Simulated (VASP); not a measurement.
The system is ZnHgO2.

```
CELL_PARAMETERS angstrom
4.00922 0.00000 0.00000
0.00000 4.00922 0.00000
0.00000 0.00000 3.30459
ATOMIC_POSITIONS crystal
Zn 0.00000 0.00000 0.00000
Hg 0.50000 0.50000 0.50000
O 0.50000 0.00000 0.00000
O 0.00000 0.50000 0.00000
```

The cell was built by a generator and needn't be a form met in nature.

- Program: VASP 6.6.1
- Task: relaxation of cell and atoms
- Functional: RPBE
- Dispersion: D3(BJ)
- Potentials or basis: VASP PAW PBE potentials, release 64 (Zn, Hg, O)
- Cutoff: 600 eV
- k mesh: 5 × 5 × 6
- Occupations: fermi-dirac, width 0.05 eV
- Spin: no spin polarisation

At the start: pressure -12.3 GPa; volume 13.28 Å³/atom.

**Question.** Where does the relaxation end?

**Answer.** Over 8 steps the energy falls by 72.6 meV/atom and the volume is 11.77 Å³/atom (-11.4 %); space group P4/mmm (No. 123, to 0.05 Å).

Step by step:
```tsv
step	energy change (eV)	largest force (eV/Å)	pressure (GPa)	volume (Å³)
1	0.0000	0.0000	-12.34	53.12
2	-0.1768	0.0000	9.02	45.63
3	-0.2302	0.0000	0.51	47.83
4	-0.2794	0.0000	0.51	47.31
5	-0.2902	0.0000	0.62	46.92
6	-0.2902	0.0000	0.67	46.90
7	-0.2902	0.0000	-0.68	47.27
8	-0.2906	0.0000	-0.03	47.08
```

Final structure:
```yaml
crystal:
  lattice:
    - [3.94457, 0.00000, 0.00000]
    - [0.00000, 3.94457, 0.00000]
    - [0.00000, 0.00000, 3.02607]
  atoms:
    - { symbol: Zn, position: [0.00000, 0.00000, 0.00000] }
    - { symbol: Hg, position: [0.50000, 0.50000, 0.50000] }
    - { symbol: O, position: [0.50000, 0.00000, 0.00000] }
    - { symbol: O, position: [0.00000, 0.50000, 0.00000] }
```

Caveat: the PAW data sets were made with another functional, which shifts forces and pressure a little; pairwise dispersion overbinds metals, which lowers pressure and volume.
